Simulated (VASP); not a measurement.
Consider the following.

```xyz
2
Lattice="0.0000 3.2032 3.2032 3.2032 0.0000 3.2032 3.2032 3.2032 0.0000" Properties=species:S:1:pos:R:3 pbc="T T T"
Sn     0.0000     0.0000     0.0000
Te     3.2032     3.2032     3.2032
```

All values below come from PBE GGA, VASP's PBE PAW potentials (set 64) (plane waves; VASP). Numerical set-up: 520 eV cut-off, Gaussian smearing of 0.050 eV, potentials Sn_d Te.

Unless said otherwise, spin-orbit coupling is left out, though it shifts the bands of the heavy elements here.

Q: Estimate the band gap (along the path) with the smallest direct gap where there is one.

A: 
The band gap (along the path) is 0.05 eV and the smallest direct gap (along the path) comes out as 0.05 eV.

Only differences to runs with the same potentials and settings are physical.

The compound is SnTe in the rock salt structure, which distorts at low temperature. It was relaxed first.
